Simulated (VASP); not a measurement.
Write the native input for VASP 6.6.1 that does the following.

```
Task                   : relaxation of cell and atoms
Functional             : PBEsol
Potentials or basis    : VASP PAW PBE potentials, release 64 (Cu)
Cutoff                 : 600 eV
k mesh                 : 18 × 18 × 18
Occupations            : methfessel-paxton, width 0.1 eV
Spin                   : no spin polarisation
Further INCAR settings : ALGO = Normal; EDIFF = 1e-06; IBRION = 2; EDIFFG = -0.01; NSW = 90; ISIF = 3
```

The structure of Cu lies in POSCAR:

```
Cu
1.0
    0.0000000000      1.8075000000      1.8075000000
    1.8075000000      0.0000000000      1.8075000000
    1.8075000000      1.8075000000      0.0000000000
Cu
1
Direct
    0.0000000000      0.0000000000      0.0000000000
```

One way to write it, as run:

INCAR

```
SYSTEM = Cu
PREC = Accurate
ENCUT = 600
EDIFF = 1E-6
ISMEAR = 1
SIGMA = 0.1
LREAL = .False.
LASPH = .True.
NELM = 80
ALGO = Normal
ISIF = 3
LWAVE = .False.
LCHARG = .False.
GGA = PS
IBRION = 2
NSW = 90
EDIFFG = -0.01
KPAR = 2
```

KPOINTS

```
Automatic mesh
0
Gamma
  18 18 18
  0 0 0
```

Potentials or basis: VASP PAW PBE potentials, release 64 (Cu).

Launch:

```sh
$ cat potpaw_PBE.64/Cu/POTCAR > POTCAR
$ mpirun -np 2 vasp_std > vasp.out
```

It gave:

The relaxed volume is 11.37 Å³/atom and the relaxed cell is a = 2.524 Å, b = 2.524 Å, c = 2.524 Å, α = 60.00°, β = 60.00°, γ = 60.00°. The space group after relaxing (to 0.05 Å) is Fm-3m (No. 225) and the energy gained by relaxing is 8.0 meV/atom. The ionic steps are 3. The pressure after relaxing is 0.0 GPa and the band gap on the k mesh is none (metal or under the smearing width).

Caveat: the PAW data sets were made with another functional, which shifts forces and pressure a little.

Wall time 20 s on 2 MPI ranks on AMD EPYC 7R13 Processor (Zen 3) (shared host), peak memory 0.12 GiB a rank.
